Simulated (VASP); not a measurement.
Data:

```
PtS2
1.0
    1.76822    -3.06265     0.00000
    1.76822     3.06265     0.00000
    0.00000     0.00000     5.99537
Pt S
1 2
Cartesian
  0.00000   0.00000   0.00000
  1.76822   1.02089   1.21483
  1.76822  -1.02089   4.78053
```

All values below come from PBE GGA, VASP's PBE PAW potentials (set 64) (plane waves; VASP). Settings: 520 eV cut-off, 7×7×4 Γ-centred mesh, Gaussian smearing of 0.050 eV, potentials Pt S.

Without a dispersion term in the relaxation, distances and binding between the weakly bound layers, chains or molecules are unreliable, and so is what depends on them.

### Question
The ions and cell shape at fixed volume are relaxed. Give the cell that the relaxation ends in.

### Answer

```
PtS2
1.0
    1.78557    -3.09269     0.00000
    1.78557     3.09269     0.00000
    0.00000     0.00000     5.87947
Pt S
1 2
Cartesian
  0.00000   0.00000   0.00000
  1.78557   1.03090   1.22576
  1.78557  -1.03090   4.65371
```
Space group P-3m1 (164), at a tolerance of 0.03 Å.

### Question
How much energy does the relaxation gain?

### Answer
The energy (σ→0) changes by -6.5 meV/atom, in 6 ionic steps.

```
step  E(σ→0) (eV)  max force (eV/Å)  pressure (GPa)  volume (Å³)
----  -----------  ----------------  --------------  -----------
1        -15.4409             0.403            3.64        64.94
2        -15.4550             0.162            1.99        64.94
3        -15.4590             0.067            0.40        64.94
4        -15.4591             0.050            0.52        64.94
5        -15.4600             0.020            0.41        64.94
6        -15.4602             0.001            0.34        64.94
```

The compound is PtS2 in the 1T layered structure. This cell is one point of a volume scan, at 0.97 of the reference volume. Symmetry was kept, so distortions that lower it aren't found.
